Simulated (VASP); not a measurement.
A VASP calculation is set up with these files.

### INCAR
```
SYSTEM = GePt3
PREC = Accurate; ENCUT = 300; LREAL = .FALSE.
LASPH = .TRUE.
EDIFF = 1E-6; NELM = 100; ALGO = Normal
LMAXMIX = 6
ISMEAR = -1; SIGMA = 0.1
GGA = PE
ISIF = 2
LWAVE = .FALSE.; LCHARG = .FALSE.
```

**KPOINTS**
```
Automatic mesh
0
Gamma
2 2 2
0 0 0
```

POSCAR:
```
GePt3
1.0
  0.0000000000   3.2584880000   3.2584880000
  3.2584880000   0.0000000000   3.2584880000
  3.2584880000   3.2584880000   0.0000000000
Ge Pt
1 3
Cartesian
  0.0000000000   0.0000000000   0.0000000000
  3.2584880000   3.2584880000   3.2584880000
  1.6292440000   1.6292440000   1.6292440000
  4.8877320000   4.8877320000   4.8877320000
```

POTCAR, in this order: Ge_d Pt (PBE.64 set). Program: vasp_std.

Translate this PBE calculation to Ansatz.

One equivalent input (not run):
Ansatz 0.2 input:
```yaml
crystal:
  lattice:
    - [0.0000000, 3.2584880, 3.2584880]
    - [3.2584880, 0.0000000, 3.2584880]
    - [3.2584880, 3.2584880, 0.0000000]
  atoms:
    - { symbol: Ge, position: [0.0000000, 0.0000000, 0.0000000] }
    - { symbol: Pt, position: [0.5000000, 0.5000000, 0.5000000] }
    - { symbol: Pt, position: [0.2500000, 0.2500000, 0.2500000] }
    - { symbol: Pt, position: [0.7500000, 0.7500000, 0.7500000] }
kpoints:
  mp_grid: { grid: [2, 2, 2] }
hamiltonian:
  xc: pbe
  pseudopotentials: { kind: paw }
scf:
  occupations: { method: fermi_dirac, width: 0.1 }
  max_iter: 100
output: { forces: true, stress: true, eigenvalues: true }
```
What does not carry over: each code has its own PAW files, so the cut-off isn't converted (ENCUT is set for VASP's; basis.ecutwfc is left out, and Ansatz then takes the one that its files recommend); Ansatz stops its SCF on the density residual and VASP on the energy change (EDIFF).

The structure was generated: GePt3 was put into an ordered model structure, which need not be its known phase. The cell was not relaxed at this level. The k-mesh is coarse (spacing up to 0.83 per Å, 2π included), so the numbers may not be converged in it. The run is one of a series of settings (KPOINTS 2×2×2 Γ-centred mesh against the base run), some of them coarse on purpose.
